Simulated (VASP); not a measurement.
# What spin-orbit coupling changes in Ta2C, part 3 of 4

Aim: run bands, DOS and a relaxation of Ta2C twice, without and with spin-orbit coupling. All runs use LDA. Left out of this account: 1 further run (fields: a reference on another mesh). The start is a cell from a database of measured crystal structures.

VASP 6.6.1, plane waves and PAW; the level of theory is named at each step.

So far. Step 3 (Bands along the symmetry lines (LDA + SOC)): There is no gap at this level. Without the coupling there was no gap either. The run took 3.9 times the core time, with 38 spinor bands against 26. Step 4 (Total and projected DOS (LDA)): Of the states within 0.3 eV of the Fermi level, the largest shares in the PAW spheres are Ta d 71 %. The rest lies in smaller channels or between the spheres.

## 5. Total and projected DOS (LDA + SOC)

This step: LDA, spin-orbit coupling; plane waves and PAW (Ta_pv, C) (VASP 6.6.1).

Here the states are counted by energy and projected on the atoms.

INCAR reads:

```
SYSTEM = Ta2C
PREC = Accurate
ENCUT = 520
EDIFF = 1E-06
NELM = 100
ISMEAR = -5
SIGMA = 0.05
LREAL = .FALSE.
ALGO = Normal
GGA = CA
LNONCOLLINEAR = .TRUE.
MAGMOM = 0 0 0 0 0 0 0 0 0
NBANDS = 38
GGA_COMPAT = .FALSE.
LASPH = .TRUE.
LSORBIT = .TRUE.
LMAXMIX = 4
LORBIT = 11
LWAVE = .FALSE.
LCHARG = .FALSE.
KPAR = 4
NEDOS = 2001
```

POSCAR reads:

```
Ta2C
1.0
    3.1059000000      0.0000000000      0.0000000000
   -1.5529500000      2.6897883016      0.0000000000
    0.0000000000      0.0000000000      4.9464000000
Ta C
2 1
Direct
    0.3333333333      0.6666666667      0.2520100000
    0.6666666667      0.3333333333      0.7479900000
    0.0000000000      0.0000000000      0.0000000000
```

KPOINTS reads:

```
Automatic mesh
0
Gamma
10 10 6
0 0 0
```

The projector-augmented-wave data sets are Ta_pv and C (LDA family, release 64).

Command:

```
$ mpirun -np 4 vasp_ncl
```

What it wrote:

```text
[... set-up lines as in an earlier step ...]
 entering main loop
       N       E                     dE             d eps       ncg     rms          rms(c)
DAV:   1     0.239686846305E+03    0.23969E+03   -0.14041E+04  5472   0.143E+03
DAV:   2    -0.294304207227E+02   -0.26912E+03   -0.26007E+03  6028   0.429E+02
DAV:   3    -0.430048603665E+02   -0.13574E+02   -0.13305E+02  6852   0.896E+01
DAV:   4    -0.432857266429E+02   -0.28087E+00   -0.28011E+00  6850   0.123E+01
DAV:   5    -0.432907288004E+02   -0.50022E-02   -0.50180E-02  6676   0.153E+00    0.279E+01
DAV:   6    -0.393487838819E+02    0.39419E+01   -0.17701E+01  6750   0.260E+01    0.117E+01
DAV:   7    -0.391489888271E+02    0.19980E+00   -0.15123E+00  6196   0.792E+00    0.545E+00
DAV:   8    -0.391036319490E+02    0.45357E-01   -0.21940E-01  6332   0.295E+00    0.763E-01
DAV:   9    -0.390966346481E+02    0.69973E-02   -0.25651E-02  6834   0.104E+00    0.368E-01
DAV:  10    -0.390964556584E+02    0.17899E-03   -0.25509E-03  6270   0.373E-01    0.130E-01
DAV:  11    -0.390962074674E+02    0.24819E-03   -0.13907E-03  7026   0.263E-01    0.459E-02
DAV:  12    -0.390961748935E+02    0.32574E-04   -0.24060E-04  6390   0.870E-02    0.179E-02
DAV:  13    -0.390961750289E+02   -0.13546E-06   -0.12619E-05  6078   0.248E-02    0.706E-03
DAV:  14    -0.390961749638E+02    0.65099E-07   -0.94463E-07  4736   0.585E-03
   1 F= -.39096175E+02 E0= -.39096175E+02  d E =0.000000E+00  mag=     0.0000    -0.0000    -0.0000
 [... a notice as in an earlier step ...]
```

It took 22 s on 4 MPI ranks of Intel Xeon 6975P-C (Granite Rapids), shared host; peak memory 1.3 GiB; 85 s of CPU time.

Parts of OUTCAR (step 5):

```text
   NELECT =      26.0000    total number of electrons

 E-fermi :   6.4404

 k-point     1 :       0.0000    0.0000    0.0000
  band No.  band energies     occupation
    ...
     20       2.8927      1.00000
     21       3.5998      1.00000
     22       3.5998      1.00000
     23       6.3207      1.00000
     24       6.3207      1.00000
     25       6.6145     -0.18179
     26       6.6145     -0.18179
     27       7.1556      0.00000
     28       7.1556      0.00000
     29       7.4912      0.00000
    ...

  Total       -1.7267953     -1.7267953     -1.7717335      0.0000000      0.0000000      0.0000000
  in kB      -66.9509328    -66.9509328    -68.6932695      0.0000000      0.0000000      0.0000000
  external PRESSURE =     -67.5317117 kB  Pullay stress =       0.0000000 kB

 POSITION                                       TOTAL-FORCE (eV/Angst)
 -----------------------------------------------------------------------------------
     -0.00000      1.79319      1.24654        -0.000000      0.000000     -0.112203
      1.55295      0.89660      3.69986         0.000000     -0.000000      0.112203
      0.00000      0.00000      0.00000         0.000000      0.000000      0.000000
 -----------------------------------------------------------------------------------
    total drift:                               -0.000000      0.000000     -0.000000

  FREE ENERGIE OF THE ION-ELECTRON SYSTEM (eV)
  ---------------------------------------------------
  free  energy   TOTEN  =       -39.0961749638 eV

  energy  without entropy=      -39.0961749638  energy(sigma->0) =      -39.09617496

 Spin-Orbit-Coupling matrix elements
 Ion:    1  E_soc:     -1.4247001
 Ion:    2  E_soc:     -1.4247001
 Ion:    3  E_soc:     -0.0003343

 magnetization (x)
# of ion       s       p       d       tot
------------------------------------------
    1        0.000   0.000   0.000   0.000
    2        0.000   0.000   0.000   0.000
    3        0.000   0.000   0.000   0.000
--------------------------------------------------
tot          0.000   0.000   0.000   0.000

 magnetization (y)
# of ion       s       p       d       tot
------------------------------------------
    1        0.000  -0.000   0.000  -0.000
    2       -0.000  -0.000   0.000  -0.000
    3        0.000  -0.000   0.000  -0.000
--------------------------------------------------
tot         -0.000  -0.000   0.000  -0.000

[... 9 parts as in an earlier step ...]

[... 9 further parts left out ...]
```

Numbers from this step:

- electronic steps: 14
- bands: 38
- free energy (TOTEN): -39.10 eV
- Fermi energy: 6.440 eV
- pressure: -6.753 GPa
- DOS at the Fermi level: 0.3569 states/eV/cell

On-site spin-orbit energy by atom:

| atom | on-site spin-orbit energy (eV) |
| --- | --- |
| Ta1 | -1.42 |
| Ta2 | -1.42 |
| C3 | 0.00 |

The density of states has structure finer than the step of the table below, so its rows give means over 0.5 eV, whole bins alone (the curve runs from -12.0 to 0.96 eV). Peaks (eV: height): total -11.07: 3.34, -4.55: 3.67, -4.10: 4.61, -1.72: 3.51; Ta d -4.55: 1.15, -4.10: 1.50, -1.72: 1.56, -0.72: 1.59; C p -5.93: 0.482, -4.55: 0.903, -4.10: 1.23; Ta p -4.10: 0.242, -2.41: 0.200, -1.72: 0.277, -0.65: 0.223; Ta s -11.14: 0.0951, -6.01: 0.323, -5.01: 0.139, -2.41: 0.104.

States under -12.0 eV and over 1.0 eV are left out. Density of states against energy, zero at the Fermi level; means over each step; values in states/eV/cell:

| energy (eV) | total | Ta d | C p | Ta p | Ta s | C s |
| --- | --- | --- | --- | --- | --- | --- |
| -11.5 | 1.13 | 0.102 | 0.00179 | 0.0707 | 0.0876 | 0.450 |
| -11.0 | 2.02 | 0.300 | 0.00123 | 0.121 | 0.0502 | 0.864 |
| -10.5 | 0 | 0 | 0 | 0 | 0 | 0 |
| -10.0 | 0 | 0 | 0 | 0 | 0 | 0 |
| -9.5 | 0 | 0 | 0 | 0 | 0 | 0 |
| -9.0 | 0 | 0 | 0 | 0 | 0 | 0 |
| -8.5 | 0 | 0 | 0 | 0 | 0 | 0 |
| -8.0 | 0 | 0 | 0 | 0 | 0 | 0 |
| -7.5 | 0.0228 | 0.00207 | 0.00293 | 3.4e-4 | 0.00569 | 6.2e-5 |
| -7.0 | 0.183 | 0.0240 | 0.0262 | 0.00381 | 0.0393 | 6.7e-4 |
| -6.5 | 1.48 | 0.289 | 0.254 | 0.0464 | 0.229 | 0.00820 |
| -6.0 | 2.14 | 0.450 | 0.396 | 0.0856 | 0.274 | 0.0185 |
| -5.5 | 0.264 | 0.0615 | 0.0528 | 0.0123 | 0.0272 | 0.00189 |
| -5.0 | 1.76 | 0.476 | 0.391 | 0.0829 | 0.114 | 0.0145 |
| -4.5 | 2.14 | 0.662 | 0.525 | 0.114 | 0.0636 | 0.00798 |
| -4.0 | 3.12 | 1.06 | 0.853 | 0.136 | 0.0275 | 0.00317 |
| -3.5 | 1.07 | 0.425 | 0.267 | 0.0241 | 0.00508 | 5.7e-4 |
| -3.0 | 0.745 | 0.380 | 0.0174 | 0.0236 | 0.0163 | 0.00170 |
| -2.5 | 2.09 | 0.885 | 0.0735 | 0.132 | 0.0726 | 0.0192 |
| -2.0 | 2.27 | 1.03 | 0.0710 | 0.158 | 0.0513 | 0.00514 |
| -1.5 | 2.57 | 1.14 | 0.0933 | 0.216 | 0.0388 | 0.00346 |
| -1.0 | 2.18 | 1.13 | 0.0738 | 0.131 | 0.0397 | 0.00720 |
| -0.5 | 1.81 | 0.920 | 0.0614 | 0.122 | 0.0391 | 0.0125 |
| 0.0 | 0.349 | 0.249 | 0.00407 | 0.00247 | 0.00110 | 4.4e-4 |
| 0.5 | 1.24 | 0.847 | 0.0367 | 0.0160 | 0.00488 | 7.9e-4 |

Force by atom:

```
atom  x (eV/Å)  y (eV/Å)  z (eV/Å)   size
 Ta1     0.000     0.000    -0.112  0.112
 Ta2     0.000     0.000     0.112  0.112
  C3     0.000     0.000     0.000  0.000
```

The DOS at the Fermi level goes from 0.389 to 0.357 states/eV/cell, a number that is sensitive to the mesh. The run took 3.4 times the core time, with 38 spinor bands against 26. Of the states within 0.3 eV of the Fermi level, the largest shares in the PAW spheres are Ta d 71 %. The rest lies in smaller channels or between the spheres.

## 6. Relaxing cell and atoms (LDA)

This step: LDA; plane waves and PAW (Ta_pv, C) (VASP 6.6.1).

Last, the cell itself: ISIF = 3 frees volume, shape and positions, first without the coupling.

INCAR reads:

```
SYSTEM = Ta2C
PREC = Accurate
ENCUT = 520
EDIFF = 1E-06
NELM = 100
ISMEAR = -1
SIGMA = 0.05
LREAL = .FALSE.
ALGO = Normal
GGA = CA
NBANDS = 19
LASPH = .TRUE.
LORBIT = 11
LWAVE = .FALSE.
LCHARG = .FALSE.
KPAR = 4
IBRION = 2
NSW = 60
ISIF = 3
EDIFFG = -0.01
```

POSCAR is that of step 5.

KPOINTS is that of step 5.

Command:

```
$ mpirun -np 4 vasp_std
```

What it wrote:

```text
[... set-up lines as in an earlier step ...]
 entering main loop
       N       E                     dE             d eps       ncg     rms          rms(c)
DAV:   1     0.194689896290E+03    0.19469E+03   -0.15025E+04  2736   0.143E+03
DAV:   2    -0.343164915644E+02   -0.22901E+03   -0.22448E+03  3196   0.389E+02
DAV:   3    -0.417717351995E+02   -0.74552E+01   -0.73812E+01  3533   0.632E+01
DAV:   4    -0.418563958639E+02   -0.84661E-01   -0.84319E-01  3455   0.658E+00
DAV:   5    -0.418570950722E+02   -0.69921E-03   -0.69888E-03  3411   0.588E-01    0.276E+01
DAV:   6    -0.379462075698E+02    0.39109E+01   -0.22265E+01  3323   0.258E+01    0.116E+01
DAV:   7    -0.377165557415E+02    0.22965E+00   -0.14867E+00  3044   0.745E+00    0.554E+00
DAV:   8    -0.376678688325E+02    0.48687E-01   -0.18538E-01  3180   0.290E+00    0.550E-01
DAV:   9    -0.376629640916E+02    0.49047E-02   -0.26279E-02  3277   0.923E-01    0.172E-01
DAV:  10    -0.376625320597E+02    0.43203E-03   -0.39051E-03  3544   0.480E-01    0.595E-02
DAV:  11    -0.376624655630E+02    0.66497E-04   -0.53517E-04  3106   0.128E-01    0.297E-02
DAV:  12    -0.376624638753E+02    0.16877E-05   -0.41675E-05  3125   0.443E-02    0.616E-03
DAV:  13    -0.376624639494E+02   -0.74105E-07   -0.42823E-06  3086   0.136E-02
   1 F= -.37662464E+02 E0= -.37659001E+02  d E =-.376625E+02
 curvature:   0.00 expect dE= 0.000E+00 dE for cont linesearch  0.000E+00
 trial: gam= 0.00000 g(F)=  0.629E-03 g(S)=  0.159E+00 ort = 0.000E+00 (trialstep = 0.100E+01)
 search vector abs. value=  0.160E+00
 bond charge predicted
       N       E                     dE             d eps       ncg     rms          rms(c)
DAV:   1    -0.384334575559E+02   -0.77099E+00   -0.31587E+01  2757   0.611E+01    0.999E+00
DAV:   2    -0.377223802599E+02    0.71108E+00   -0.13086E+00  2772   0.108E+01    0.406E+00
DAV:   3    -0.375132673432E+02    0.20911E+00   -0.61331E-01  2930   0.721E+00    0.990E-01
DAV:   4    -0.375134245427E+02   -0.15720E-03   -0.13907E-02  3181   0.969E-01    0.573E-01
DAV:   5    -0.375131600506E+02    0.26449E-03   -0.41819E-03  3271   0.513E-01    0.110E-01
DAV:   6    -0.375131304530E+02    0.29598E-04   -0.71842E-04  3305   0.227E-01    0.521E-02
DAV:   7    -0.375131355846E+02   -0.51316E-05   -0.31734E-05  3183   0.439E-02    0.325E-02
DAV:   8    -0.375131368632E+02   -0.12785E-05   -0.29696E-06  2773   0.138E-02    0.218E-03
DAV:   9    -0.375131368271E+02    0.36033E-07   -0.18114E-07  1569   0.406E-03
   2 F= -.37513137E+02 E0= -.37509708E+02  d E =0.149327E+00
[... from here on, the cycles between the ionic steps are left out ...]
   3 F= -.37684494E+02 E0= -.37681103E+02  d E =-.220299E-01
   4 F= -.37684509E+02 E0= -.37681120E+02  d E =-.220453E-01
   5 F= -.37684502E+02 E0= -.37681114E+02  d E =-.220377E-01
   6 F= -.37685587E+02 E0= -.37682019E+02  d E =-.108534E-02
   7 F= -.37685632E+02 E0= -.37682095E+02  d E =-.112985E-02
   8 F= -.37685595E+02 E0= -.37682060E+02  d E =0.364803E-04
   9 F= -.37685648E+02 E0= -.37682112E+02  d E =-.161813E-04
 curvature:  -0.17 expect dE=-0.288E-05 dE for cont linesearch -0.208E-06
 ZBRENT: interpolating
 opt :   0.2409  next Energy=   -37.685648 (dE=-0.163E-04)
 bond charge predicted
       N       E                     dE             d eps       ncg     rms          rms(c)
DAV:   1    -0.376856478349E+02    0.11200E-06   -0.11489E-05  2815   0.365E-02    0.564E-03
DAV:   2    -0.376856474238E+02    0.41114E-06   -0.62571E-07  1422   0.772E-03
  10 F= -.37685647E+02 E0= -.37682111E+02  d E =-.158919E-04
 curvature:  -0.12 expect dE=-0.177E-05 dE for cont linesearch -0.328E-08
 trial: gam= 0.11071 g(F)=  0.450E-06 g(S)=  0.143E-04 ort = 0.178E-05 (trialstep = 0.710E+00)
 search vector abs. value=  0.165E-04
 reached required accuracy - stopping structural energy minimisation
```

It took 22 s on 4 MPI ranks; peak memory 0.75 GiB; 83 s of CPU time.

OUTCAR, selected parts (step 6):

```text
   k-points           NKPTS =     72   k-points in BZ     NKDIM =     72   number of bands    NBANDS=     19

   NELECT =      26.0000    total number of electrons

 E-fermi :   6.6684

 k-point     1 :       0.0000    0.0000    0.0000
  band No.  band energies     occupation
    ...
      8      -0.2286      2.00000
      9       3.0241      2.00000
     10       3.0241      2.00000
     11       3.8543      2.00000
     12       6.6484      1.19764
     13       7.1660      0.00010
     14       7.1660      0.00010
     15       7.7874      0.00000
     16       7.7874      0.00000
     17       9.0494      0.00000
    ...

  Total        0.0043994      0.0043994     -0.0291249      0.0000000      0.0000000     -0.0000000
  in kB        0.1749995      0.1749995     -1.1585230      0.0000000      0.0000000     -0.0000000
  external PRESSURE =      -0.2695080 kB  Pullay stress =       0.0000000 kB

 POSITION                                       TOTAL-FORCE (eV/Angst)
 -----------------------------------------------------------------------------------
     -0.00000      1.77949      1.23897         0.000000     -0.000000     -0.002159
      1.54109      0.88975      3.65686        -0.000000      0.000000      0.002159
      0.00000      0.00000      0.00000         0.000000     -0.000000      0.000000
 -----------------------------------------------------------------------------------
    total drift:                                0.000000     -0.000000      0.000000

  FREE ENERGIE OF THE ION-ELECTRON SYSTEM (eV)
  ---------------------------------------------------
  free  energy   TOTEN  =       -37.6856474238 eV

  energy  without entropy=      -37.6785755045  energy(sigma->0) =      -37.68211146

 reached required accuracy - stopping structural energy minimisation

[... 6 parts as in an earlier step ...]

[... 10 further parts left out ...]
```

The run keeps the 12 symmetry operations of its start, so it cannot find a distortion of lower symmetry.

Step by step:

```csv
step,energy less that of the first step (eV),largest force (eV/Å),pressure (GPa),volume (Å³)
1,0.0000,0.0808,-7.02,41.32
2,0.1493,0.9936,22.53,37.82
3,-0.0220,0.1697,-0.25,40.37
4,-0.0220,0.1757,-0.08,40.35
5,-0.0220,0.1811,0.07,40.33
6,-0.0231,0.0334,0.17,40.24
7,-0.0232,0.0024,0.17,40.26
8,-0.0231,0.0141,-0.31,40.33
9,-0.0232,0.0027,-0.05,40.28
10,-0.0232,0.0022,-0.03,40.28
```

```csv
"conventional cell, symmetrised",before,after,change
a (Å),3.106,3.082,-0.8 %
b (Å),3.106,3.082,-0.8 %
c (Å),4.946,4.896,-1.0 %
volume (Å³/atom),13.77,13.43,-2.5 %
```

Final coordinates:

```xyz
3
Lattice="3.0822 0.0000 0.0000 -1.5411 2.6692 0.0000 0.0000 0.0000 4.8958" Properties=species:S:1:pos:R:3 pbc="T T T"
Ta    0.0000    1.7795    1.2390
Ta    1.5411    0.8897    3.6569
C     0.0000    0.0000    0.0000
```

This step gave:

```yaml
bands: 19
free_energy_toten: -37.69 eV
energy_at_zero_smearing: -37.68 eV
fermi_energy: 6.668 eV
pressure: -0.02695 GPa
scf_cycles_over_all_ionic_steps: 58
```

It ends with a largest force of 0.002 eV/Å and a pressure of -0.03 GPa.

[end of part 3 of 4]

[Lines on the potential files, build, host, timing and source positions are cut from VASP's logs without a mark.]

[Logs are printed without paths, hosts, clocks, repeated set-up lines and the standing remarks that a program may print on its own settings, such as how far it seeks lower states.]

[Hosts, paths, dates, database ids (printed as entryN), source tags and the programs' standing remarks are cut or masked in the printed files.]

[A measured line is paired with the nearest computed mode of its activity, which favours agreement.]
